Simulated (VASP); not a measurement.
Data:

```yaml
crystal:
  lattice:
    - [-1.61498, 1.61498, 3.95150]
    - [1.61498, -1.61498, 3.95150]
    - [1.61498, 1.61498, -3.95150]
  atoms:
    - { symbol: Si, position: [0.66499, 0.66499, 0.00000] }
    - { symbol: Si, position: [0.33501, 0.33501, 0.00000] }
    - { symbol: Mo, position: [0.00000, 0.00000, 0.00000] }
```

Level of theory: RPBE GGA, VASP's PBE PAW potentials (set 64) (plane waves; VASP 6.6.1). Settings: 520 eV cut-off, Gaussian smearing of 0.050 eV, potentials Si Mo_sv.

**Question.** Estimate the band gap (along the path) with the smallest direct gap where there is one.

**Answer.** 
- band gap (along the path): none (metal, semimetal or under 0.01 eV)

The compound is MoSi2 in the MoSi2 type structure. It was relaxed first.
